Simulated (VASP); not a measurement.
```xyz
8
Lattice="4.0123 0.0000 0.0000 -2.0061 3.4747 0.0000 0.0000 0.0000 16.8040" Properties=species:S:1:pos:R:3 pbc="T T T"
In     0.0000     0.0000     9.7909
In     0.0000     0.0000     7.0131
In     0.0000     2.3165    15.4144
In     0.0000     2.3165     1.3896
Se     2.0061     1.1582    14.1345
Se     2.0061     1.1582     2.6695
Se     0.0000     2.3165    11.0693
Se     0.0000     2.3165     5.7347
```

Level of theory: PBEsol GGA, VASP's PBE PAW potentials (set 64) (plane waves; VASP 6.6.1). Run with 400 eV cut-off, 6×6×2 Γ-centred mesh, Gaussian smearing of 0.050 eV, potentials In_d Se.

Without a dispersion term in the relaxation, distances and binding between the weakly bound layers, chains or molecules are unreliable, and so is what depends on them. Unless said otherwise, spin-orbit coupling is left out, though it shifts the bands of the heavy elements here.

### Question
Estimate the energy per atom (σ→0), band gap (on the k-mesh) with the smallest direct gap where there is one.

### Answer

```yaml
band gap (on the k-mesh): 0.32 eV
smallest direct gap (on the k-mesh): 0.32 eV
energy per atom (σ→0): -3.898 eV/atom
```

Total energies compare only between runs with the same potentials, cut-off and functional.

The structure comes from a computed database's InSe entry (P-6m2); how it stands against other phases isn't given here. It was relaxed first, which changed the volume by -9 %. The start is the result of an earlier pass.
